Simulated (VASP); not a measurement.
```
CELL_PARAMETERS angstrom
      2.83983     0.00000     0.00000
      0.00000     2.83983     0.00000
      0.00000     0.00000     2.83983
ATOMIC_POSITIONS crystal
  Al 0.50000 0.50000 0.50000
  Fe 0.00000 0.00000 0.00000
```

Calculation: PBEsol GGA, VASP's PBE PAW potentials (set 64) (plane waves; VASP). Settings: 500 eV cut-off, 13×13×13 Γ-centred mesh, first-order Methfessel-Paxton smearing of 0.10 eV, potentials Al Fe.

Energy and stress use the plane-wave basis of the starting cell.

Q: The ions, cell shape and volume at an external pressure of 5.0 GPa are relaxed. What does this cell relax into?

A: 
```
CELL_PARAMETERS angstrom
      2.81818     0.00000     0.00000
      0.00000     2.81818     0.00000
      0.00000     0.00000     2.81818
ATOMIC_POSITIONS crystal
  Al 0.50000 0.50000 0.50000
  Fe 0.00000 0.00000 0.00000
```
Space group Pm-3m (221), at a tolerance of 0.03 Å.

Q: How do energy and volume change from the first to the last step?

A: The energy (σ→0) changes by +4.2 meV/atom and the volume by -2.3 %, in 3 ionic steps.

| step | E(σ→0) (eV) | max force (eV/Å) | pressure (GPa) | volume (Å³) |
|---|---|---|---|---|
| 1 | -13.6997 | 0.000 | 0.28 | 22.90 |
| 2 | -13.6628 | 0.000 | 10.97 | 21.80 |
| 3 | -13.6914 | 0.000 | 5.00 | 22.38 |

The compound is FeAl in the CsCl type structure. This run relaxes it under an external pressure of 5 GPa. Symmetry was kept, so distortions that lower it aren't found. The run is not spin-polarised, so no magnetic state was tried. The electron count is odd and the run is not spin-polarised, which forces a metal.
